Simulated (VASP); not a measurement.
VASP input:

File KPOINTS:
```
Automatic mesh
0
gamma
  11 11 8
```

### INCAR
```
SYSTEM = NbC
PREC = Accurate
ENCUT = 520
EDIFF = 1E-7
NELM = 100
ALGO = Normal
LREAL = .FALSE.
LASPH = .TRUE.
ISMEAR = -5
GGA = PS
LMAXMIX = 4
LWAVE = .FALSE.
LCHARG = .TRUE.
LORBIT = 11
NEDOS = 601
ISIF = 2
LEFG = .TRUE.
```

POSCAR:
```
NbC
8.779130
  0.4201217420   0.0000000000   0.0000000000
 -0.2100608710   0.3638361209   0.0000000000
  0.0000000000   0.0000000000   0.4999999955
Nb C
2 2
Direct
  0.3333330000   0.6666670000   0.9375433129
  0.6666670000   0.3333330000   0.4375433129
  0.3333330000   0.6666670000   0.4374566871
  0.6666670000   0.3333330000   0.9374566871
```

POTCAR, in this order: Nb_sv C (PBE.64 set). Program: vasp_std.

Q: Write an equivalent input for Quantum ESPRESSO's pw.x.

A: One equivalent input (not run):
```
&CONTROL
  calculation = 'scf'
  pseudo_dir = './pseudo'
  outdir = './out'
  tprnfor = .true.
  tstress = .true.
/
&SYSTEM
  ibrav = 0
  nat = 4
  ntyp = 2
  ecutwfc = 82
  occupations = 'tetrahedra'
  input_dft = 'pbesol'
/
&ELECTRONS
  conv_thr = 7.3e-09
  electron_maxstep = 100
/
ATOMIC_SPECIES
  Nb 92.906 Nb.upf
  C 12.011 C.upf
CELL_PARAMETERS angstrom
     3.6883034    0.0000000    0.0000000
    -1.8441517    3.1941646    0.0000000
     0.0000000    0.0000000    4.3895650
ATOMIC_POSITIONS crystal
  Nb   0.3333330  0.6666670  0.9375433
  Nb   0.6666670  0.3333330  0.4375433
  C    0.3333330  0.6666670  0.4374567
  C    0.6666670  0.3333330  0.9374567
K_POINTS automatic
  11 11 8 0 0 0
```
The two are equivalent in intent, not identical: the potentials are each code's own (VASP's PAW set, PseudoDojo norm-conserving files in pw.x), so ENCUT and ecutwfc are chosen apart and not converted; conv_thr bounds pw.x's estimated SCF error, while EDIFF bounds the energy change between steps; the field gradients of LEFG aren't asked of the other code.

The structure was generated: NbC was put into the wurtzite type (P6_3mc), which need not be its known phase. It was relaxed first, which changed the volume by -39 %. The relaxed cell has space group P6_3/mmc.
